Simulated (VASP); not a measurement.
Output of a VASP run:

OUTCAR:
```
 ion  position               nearest neighbor table
   1  0.500  0.000  0.000-  54 2.49  46 2.49  32 2.49  62 2.49
   2  0.750  0.250  0.000-  33 2.48  55 2.48  32 2.48  44 2.49
   3  0.750  1.000  0.251-  49 2.48  34 2.48  32 2.48  38 2.49
   4  0.000  0.000  0.000-  38 2.48  44 2.48  35 2.48  63 2.48
   5  0.251  0.250  0.000-  36 2.48  54 2.48  60 2.48  35 2.48
   6  0.500  0.500  0.000-  55 2.48  37 2.48  61 2.48  36 2.48
   7  0.750  0.750  0.000-  37 2.48  62 2.48  56 2.48  38 2.49
   8  0.251  0.000  0.250-  39 2.48  46 2.48  57 2.48  35 2.48
   9  0.501  0.253  0.253-  40 2.47  39 2.49  36 2.49  32 2.51
  10  0.748  0.499  0.253-  40 2.47  41 2.49  37 2.49  33 2.50
  11  0.500  0.000  0.500-  42 2.48  49 2.48  39 2.48  59 2.48
  12  0.748  0.253  0.499-  40 2.47  43 2.49  42 2.49  34 2.50
  13  0.750  0.000  0.750-  42 2.48  53 2.48  62 2.48  44 2.49
  14  0.000  0.500  0.000-  33 2.49  56 2.49  60 2.49  45 2.49
  15  0.250  0.750  0.000-  46 2.48  61 2.48  45 2.48  63 2.48
  16  1.000  0.250  0.250-  34 2.48  47 2.48  33 2.48  35 2.49
  17  0.251  0.499  0.251-  48 2.47  36 2.48  47 2.48  45 2.50
  18  0.500  0.749  0.251-  48 2.47  49 2.48  37 2.48  46 2.50
  19  0.000  0.000  0.500-  34 2.48  53 2.48  57 2.49  50 2.49
  20  0.251  0.251  0.499-  51 2.47  39 2.48  47 2.48  50 2.50
  21  0.748  0.748  0.501-  52 2.46  49 2.49  41 2.49  53 2.50
  22  0.251  1.000  0.750-  59 2.48  54 2.48  50 2.48  63 2.48
  23  0.501  0.251  0.749-  51 2.47  42 2.48  55 2.48  54 2.50
  24  0.748  0.501  0.748-  52 2.47  43 2.49  55 2.49  56 2.50
  25  1.000  0.750  0.251-  41 2.48  57 2.48  45 2.48  38 2.48
  26  1.000  0.500  0.500-  43 2.48  41 2.48  58 2.48  47 2.48
  27  0.251  0.749  0.501-  48 2.47  59 2.48  58 2.48  57 2.50
  28  1.000  0.251  0.750-  43 2.48  50 2.48  60 2.48  44 2.49
  29  0.251  0.501  0.749-  51 2.47  61 2.48  58 2.48  60 2.50
  30  0.501  0.748  0.748-  52 2.47  59 2.48  61 2.49  62 2.51
  31  1.000  0.750  0.750-  53 2.48  58 2.48  56 2.48  63 2.49
  32  0.626  0.125  0.126-   2 2.48   3 2.48   1 2.49   9 2.51
  33  0.875  0.375  0.125-   2 2.48  16 2.48  14 2.49  10 2.50
  34  0.875  0.125  0.375-  16 2.48   3 2.48  19 2.48  12 2.50
  35  0.125  0.125  0.125-   5 2.48   4 2.48   8 2.48  16 2.49
  36  0.375  0.375  0.125-   5 2.48  17 2.48   6 2.48   9 2.49
  37  0.625  0.625  0.125-   7 2.48   6 2.48  18 2.48  10 2.49
  38  0.875  0.875  0.125-   4 2.48  25 2.48   3 2.49   7 2.49
  39  0.376  0.125  0.375-   8 2.48  20 2.48  11 2.48   9 2.49
  40  0.622  0.379  0.379-  10 2.47  12 2.47   9 2.47
  41  0.875  0.625  0.375-  25 2.48  26 2.48  21 2.49  10 2.49
  42  0.625  0.125  0.625-  13 2.48  23 2.48  11 2.48  12 2.49
  43  0.875  0.375  0.625-  28 2.48  26 2.48  24 2.49  12 2.49
  44  0.875  0.125  0.875-   4 2.48  28 2.49  13 2.49   2 2.49
  45  0.125  0.625  0.125-  15 2.48  25 2.48  14 2.49  17 2.50
  46  0.375  0.875  0.125-  15 2.48   8 2.48   1 2.49  18 2.50
  47  0.125  0.375  0.375-  16 2.48  20 2.48  17 2.48  26 2.48
  48  0.375  0.625  0.375-  17 2.47  18 2.47  27 2.47
  49  0.625  0.875  0.375-   3 2.48  11 2.48  18 2.48  21 2.49
  50  0.125  0.125  0.625-  28 2.48  22 2.48  19 2.49  20 2.50
  51  0.375  0.375  0.625-  20 2.47  23 2.47  29 2.47
  52  0.623  0.622  0.622-  21 2.46  24 2.47  30 2.47
  53  0.875  0.875  0.625-  31 2.48  13 2.48  19 2.48  21 2.50
  54  0.375  0.125  0.875-   5 2.48  22 2.48   1 2.49  23 2.50
  55  0.625  0.375  0.875-   2 2.48  23 2.48   6 2.48  24 2.49
  56  0.875  0.625  0.875-  31 2.48   7 2.48  14 2.49  24 2.50
  57  0.125  0.875  0.375-  25 2.48   8 2.48  19 2.49  27 2.50
  58  0.125  0.625  0.625-  31 2.48  29 2.48  27 2.48  26 2.48
  59  0.375  0.875  0.625-  22 2.48  27 2.48  11 2.48  30 2.48
  60  0.125  0.375  0.875-   5 2.48  28 2.48  14 2.49  29 2.50
  61  0.375  0.625  0.875-  15 2.48  29 2.48   6 2.48  30 2.49
  62  0.626  0.875  0.875-   7 2.48  13 2.48   1 2.49  30 2.51
  63  0.125  0.875  0.875-   4 2.48  15 2.48  22 2.48  31 2.49
 Subroutine IBZKPT returns following result:
 Found      1 irreducible k-points:

 Following reciprocal coordinates:
            Coordinates               Weight
  0.000000  0.000000  0.000000      1.000000
 Subroutine IBZKPT_HF returns following result:
   k-points           NKPTS =      1   k-points in BZ     NKDIM =      1   number of bands    NBANDS=    159
   number of dos      NEDOS =    301   number of ions     NIONS =     63
   total plane-waves  NPLWV = 175616
   dimension x,y,z NGX =    56 NGY =   56 NGZ =   56
   dimension x,y,z NGXF=   112 NGYF=  112 NGZF=  112
   ions per type =              31  32
   PREC   = normal    normal or accurate (medium, high low for compatibility)
   ISTART =      1    job   : 0-new  1-cont  2-samecut
   ICHARG =      0    charge: 1-file 2-atom 10-const
...
```

File OSZICAR:
```
       N       E                     dE             d eps       ncg     rms          rms(c)
DAV:   1    -0.339746705928E+03   -0.33975E+03   -0.22165E+01   730   0.994E+00    0.428E+01
DAV:   2    -0.339959010745E+03   -0.21230E+00   -0.85729E-01   754   0.198E+00    0.333E+01
DAV:   3    -0.339931114755E+03    0.27896E-01   -0.67924E-02   762   0.506E-01    0.209E+01
DAV:   4    -0.339919601511E+03    0.11513E-01   -0.25677E-02   737   0.270E-01    0.124E+01
DAV:   5    -0.339915518075E+03    0.40834E-02   -0.38953E-03   698   0.112E-01    0.730E+00
DAV:   6    -0.339913928945E+03    0.15891E-02   -0.95892E-04   706   0.550E-02    0.425E+00
DAV:   7    -0.339913416760E+03    0.51218E-03   -0.55245E-04   721   0.355E-02    0.246E+00
DAV:   8    -0.339913310928E+03    0.10583E-03   -0.41501E-04   714   0.233E-02    0.141E+00
DAV:   9    -0.339913347731E+03   -0.36803E-04   -0.46135E-04   722   0.170E-02    0.807E-01
DAV:  10    -0.339913460553E+03   -0.11282E-03   -0.69352E-04   697   0.180E-02    0.464E-01
DAV:  11    -0.339913637803E+03   -0.17725E-03   -0.10696E-03   738   0.228E-02    0.264E-01
DAV:  12    -0.339913904501E+03   -0.26670E-03   -0.16103E-03   729   0.277E-02    0.153E-01
DAV:  13    -0.339914305171E+03   -0.40067E-03   -0.23714E-03   738   0.324E-02    0.993E-02
DAV:  14    -0.339914903215E+03   -0.59804E-03   -0.35131E-03   729   0.384E-02    0.853E-02
DAV:  15    -0.339915789906E+03   -0.88669E-03   -0.52155E-03   730   0.470E-02    0.931E-02
DAV:  16    -0.339917093392E+03   -0.13035E-02   -0.76953E-03   728   0.577E-02    0.110E-01
DAV:  17    -0.339918985349E+03   -0.18920E-02   -0.11102E-02   737   0.699E-02    0.130E-01
DAV:  18    -0.339921676625E+03   -0.26913E-02   -0.15641E-02   729   0.831E-02    0.152E-01
DAV:  19    -0.339925390092E+03   -0.37135E-02   -0.21235E-02   737   0.975E-02    0.175E-01
DAV:  20    -0.339930303508E+03   -0.49134E-02   -0.27637E-02   744   0.112E-01    0.197E-01
DAV:  21    -0.339936445129E+03   -0.61416E-02   -0.33736E-02   745   0.127E-01    0.214E-01
DAV:  22    -0.339943592356E+03   -0.71472E-02   -0.38411E-02   752   0.139E-01    0.226E-01
DAV:  23    -0.339951212911E+03   -0.76206E-02   -0.39953E-02   768   0.147E-01    0.230E-01
DAV:  24    -0.339958539342E+03   -0.73264E-02   -0.37842E-02   736   0.151E-01    0.226E-01
DAV:  25    -0.339964834603E+03   -0.62953E-02   -0.32336E-02   776   0.149E-01    0.214E-01
DAV:  26    -0.339969657010E+03   -0.48224E-02   -0.25051E-02   760   0.140E-01    0.197E-01
DAV:  27    -0.339972961037E+03   -0.33040E-02   -0.17478E-02   768   0.126E-01    0.170E-01
DAV:  28    -0.339975013175E+03   -0.20521E-02   -0.11154E-02   752   0.106E-01    0.142E-01
DAV:  29    -0.339976178546E+03   -0.11654E-02   -0.65527E-03   761   0.853E-02    0.116E-01
DAV:  30    -0.339976792597E+03   -0.61405E-03   -0.35564E-03   769   0.656E-02    0.958E-02
DAV:  31    -0.339977094530E+03   -0.30193E-03   -0.18097E-03   769   0.480E-02    0.791E-02
DAV:  32    -0.339977235828E+03   -0.14130E-03   -0.87945E-04   706   0.347E-02    0.646E-02
DAV:  33    -0.339977300325E+03   -0.64497E-04   -0.41207E-04   730   0.243E-02    0.526E-02
DAV:  34    -0.339977329120E+03   -0.28795E-04   -0.18375E-04   642   0.168E-02    0.388E-02
DAV:  35    -0.339977341862E+03   -0.12742E-04   -0.79646E-05   546   0.115E-02    0.289E-02
DAV:  36    -0.339977347595E+03   -0.57330E-05   -0.36059E-05   466   0.819E-03
   1 F= -.33997735E+03 E0= -.33997735E+03  d E =-.716680E-12  mag=     1.0000
```

File OUTCAR:
```
------------------------ aborting loop because EDIFF is reached ----------------------------------------
  volume of cell :     1506.97
      direct lattice vectors                 reciprocal lattice vectors
    11.464846211  0.000000000  0.000000000     0.087223150  0.000000000  0.000000000
     0.000000000 11.464846211  0.000000000     0.000000000  0.087223150  0.000000000
     0.000000000  0.000000000 11.464846211     0.000000000  0.000000000  0.087223150
  FREE ENERGIE OF THE ION-ELECTRON SYSTEM (eV)
  ---------------------------------------------------
  free  energy   TOTEN  =      -339.9773475952 eV

  energy  without entropy=     -339.9773475952  energy(sigma->0) =     -339.97734760

  exchange ACFDT corr.  =         0.00000000  see jH, gK, PRB 81, 115126

 total charge

# of ion       s       p       d       tot
------------------------------------------
    1        0.453   0.368   0.000   0.822
    2        0.448   0.373   0.000   0.821
    3        0.448   0.373   0.000   0.821
    4        0.448   0.372   0.000   0.819
    5        0.448   0.373   0.000   0.821
    6        0.448   0.372   0.000   0.820
    7        0.448   0.373   0.000   0.821
    8        0.448   0.373   0.000   0.821
    9        0.450   0.369   0.000   0.819
   10        0.450   0.369   0.000   0.819
   11        0.448   0.372   0.000   0.820
   12        0.450   0.369   0.000   0.819
   13        0.448   0.373   0.000   0.821
   14        0.453   0.369   0.000   0.822
   15        0.448   0.372   0.000   0.820
   16        0.448   0.373   0.000   0.821
   17        0.450   0.372   0.000   0.822
   18        0.450   0.371   0.000   0.821
   19        0.453   0.369   0.000   0.823
   20        0.450   0.372   0.000   0.822
   21        0.450   0.371   0.000   0.821
   22        0.448   0.372   0.000   0.820
   23        0.450   0.371   0.000   0.821
   24        0.450   0.371   0.000   0.821
   25        0.448   0.373   0.000   0.821
   26        0.448   0.372   0.000   0.820
   27        0.450   0.371   0.000   0.821
   28        0.448   0.372   0.000   0.820
   29        0.450   0.371   0.000   0.821
   30        0.450   0.370   0.000   0.820
   31        0.448   0.373   0.000   0.821
   32        1.203   1.700   0.023   2.926
   33        1.203   1.701   0.023   2.927
   34        1.203   1.701   0.023   2.928
   35        1.199   1.711   0.023   2.933
   36        1.198   1.715   0.023   2.936
   37        1.198   1.714   0.023   2.936
   38        1.199   1.710   0.023   2.933
   39        1.198   1.715   0.023   2.937
   40        1.237   1.592   0.021   2.849
   41        1.198   1.715   0.023   2.936
   42        1.198   1.715   0.023   2.936
   43        1.198   1.715   0.023   2.936
   44        1.199   1.710   0.023   2.933
   45        1.203   1.700   0.023   2.926
   46        1.203   1.701   0.023   2.927
   47        1.198   1.716   0.023   2.937
   48        1.237   1.591   0.020   2.848
   49        1.198   1.715   0.023   2.937
   50        1.203   1.701   0.023   2.927
   51        1.237   1.590   0.020   2.848
   52        1.243   1.581   0.021   2.846
...
```
(Selected blocks of OUTCAR.)

POSCAR:
```
Al31As32
1
   11.4648462108     0.0000000000     0.0000000000
    0.0000000000    11.4648462108     0.0000000000
    0.0000000000     0.0000000000    11.4648462108
Al As
31 32
Direct
  0.5001530773   0.0003096240   0.0002463105
  0.7498859635   0.2503976593   0.0001372786
  0.7499147477   0.9998948241   0.2506668282
  0.0000077648   0.0000768413   0.0001365028
  0.2505229807   0.2502964124   0.0003316258
  0.5002221754   0.5000808204   0.0000546954
  0.7498014470   0.7496630069   0.0002948583
  0.2505226472   0.0004110228   0.2504018127
  0.5013971436   0.2527718187   0.2528130500
  0.7479141280   0.4987501213   0.2525325062
  0.5001871671   0.0000207650   0.5001428976
  0.7479986879   0.2525472071   0.4988264449
  0.7497090260   0.0003329720   0.7495965656
  0.0001146617   0.4999954130   0.0001682626
  0.2504457629   0.7499988371   0.0000811039
  0.9999731697   0.2501841744   0.2503128420
  0.2514169676   0.4994505837   0.2512524749
  0.5004799353   0.7488066684   0.2513335161
  0.0001266484   0.0001892347   0.5000155959
  0.2513414347   0.2511547798   0.4993336012
  0.7482770179   0.7479922822   0.5010720789
  0.2505053180   0.9999741278   0.7498939072
  0.5006310995   0.2513658481   0.7487848911
  0.7480367364   0.5012351378   0.7477465328
  0.9997804298   0.7496824846   0.2507273136
  0.9997062313   0.5000329872   0.5001884457
  0.2513354779   0.7490572648   0.5006334461
  0.9998608744   0.2506214106   0.7496068531
  0.2513867706   0.5005814376   0.7490141392
  0.5011482998   0.7478255949   0.7478605221
  0.9999221076   0.7499486015   0.7499611674
  0.6256389161   0.1253963879   0.1255766397
  0.8749924945   0.3747645424   0.1252563086
  0.8750141702   0.1252063106   0.3748726696
  0.1252192750   0.1251389178   0.1251233974
  0.3754832449   0.3748626481   0.1252047816
  0.6253667865   0.6247151326   0.1252870781
  0.8751014306   0.8749330343   0.1252933896
  0.3755569167   0.1251506485   0.3749419640
  0.6215490188   0.3791734248   0.3792061745
  0.8748579019   0.6248843451   0.3751743044
  0.6253353604   0.1252686206   0.6246782170
  0.8748108640   0.3751436017   0.6250736717
  0.8750965568   0.1251918177   0.8749259503
  0.1253140448   0.6254714730   0.1253804607
  0.3748855218   0.8750691114   0.1252491401
  0.1248979096   0.3750899159   0.3750680569
  0.3746433792   0.6252629083   0.3748161710
  0.6252737839   0.8748974762   0.3754086189
  0.1253161088   0.1252894654   0.6254217537
  0.3746746891   0.3746293185   0.6251897782
  0.6225768702   0.6222332633   0.6218155622
  0.8750996696   0.8751541191   0.6253680330
  0.3748917675   0.1252740637   0.8750192611
  0.6254112197   0.3753819778   0.8749338615
  0.8750002126   0.6252488549   0.8750248529
  0.1253035161   0.8749968668   0.3747379077
  0.1249363112   0.6250978033   0.6251450871
  0.3754366899   0.8749993958   0.6253770210
  0.1254066787   0.3746829054   0.8749736767
  0.3754186047   0.6252946193   0.8750344545
  0.6255299638   0.8749060120   0.8749330194
  0.1251832225   0.8750590545   0.8750566665
```

Task: Reconstruct the remaining input files.

Result: Several could match; the one computed here: the input of the run itself, HSE06 screened hybrid, plane waves, VASP's PBE PAW potentials (set 64).

### INCAR
```
AEXX=0.25
LREAL=Auto   # projection in real space or not
PRECFOCK=Fast
PREC=Normal
LWAVE=.FALSE.
LCHARG=.FALSE.
ENCUT=400
ALGO=Normal   # blocked Davidson
LASPH=.TRUE.   # aspherical one-centre terms
ISYM=0
GGA=PE   # PBE
HFSCREEN=0.2
LHFCALC=.TRUE.
ISMEAR=0   # Gaussian
LORBIT=10
NELM=50
ISIF=0
ISPIN=2
EDIFF=1E-5   # SCF stop (eV)
NELMIN=4
SYSTEM=Al31As32
LMAXMIX=4
NUPDOWN=1
MAGMOM=63*0.0159
SIGMA=0.05
```

**KPOINTS**
```
kpoints
0
gamma
1 1 1
```

POTCAR, in this order: Al As (PBE.64 set). Program: vasp_gam. Read from the step before: WAVECAR.

The supercell is sampled at Γ alone, which is coarse: total energies, pressure and levels can be off, energies of defects by several tenths of an eV.

The cell is a supercell with a defect, built from AlAs (zinc blende): vac_Al. The cell's shape comes from a PBE relaxation.
